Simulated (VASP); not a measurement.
VASP input:

**INCAR**
```
SYSTEM = CaSe
PREC = Accurate; ENCUT = 520; LREAL = F
LASPH = T
EDIFF = 1E-7; NELM = 100; ALGO = Normal
LMAXMIX = 4
ISMEAR = 0; SIGMA = 0.05
GGA = ML; LUSE_VDW = T; AGGAC = 0.0
ZAB_VDW = -1.8867
ISIF = 2
LWAVE = F; LCHARG = F
```

POSCAR:
```
CaSe
1
    0.0000000000     3.0873933804     3.0873933804
    3.0873933804     0.0000000000     3.0873933804
    3.0873933804     3.0873933804     0.0000000000
Ca Se
1 1
Direct
  0.0000000000   0.0000000000   0.0000000000
  0.5000000000   0.5000000000   0.5000000000
```

KPOINTS:
```
kpoints
0
G
  8 8 8
0 0 0
```

POTCAR, in this order: Ca_sv Se (PBE.64 set). Program: vasp_std.

Problem. Write an equivalent input for Quantum ESPRESSO's pw.x.

Solution. One equivalent input (not run):
```
&CONTROL
  calculation = 'scf'
  pseudo_dir = './pseudo'
  outdir = './out'
  tprnfor = .true.
  tstress = .true.
/
&SYSTEM
  ibrav = 0
  nat = 2
  ntyp = 2
  ecutwfc = 86
  occupations = 'smearing'
  smearing = 'gaussian'
  degauss = 0.003675
  input_dft = 'vdw-df2'
/
&ELECTRONS
  conv_thr = 7.3e-09
  electron_maxstep = 100
/
ATOMIC_SPECIES
  Ca 40.078 Ca.upf
  Se 78.971 Se.upf
CELL_PARAMETERS angstrom
     0.0000000    3.0873934    3.0873934
     3.0873934    0.0000000    3.0873934
     3.0873934    3.0873934    0.0000000
ATOMIC_POSITIONS crystal
  Ca   0.0000000  0.0000000  0.0000000
  Se   0.5000000  0.5000000  0.5000000
K_POINTS automatic
  8 8 8 0 0 0
```
The two are equivalent in intent, not identical: the potentials are each code's own (VASP's PAW set, PseudoDojo norm-conserving files in pw.x), so ENCUT and ecutwfc are chosen apart and not converted; conv_thr bounds pw.x's estimated SCF error, while EDIFF bounds the energy change between steps.

The compound is CaSe in the rock salt structure. This cell is one point of a volume scan, at 1.06 of the reference volume.
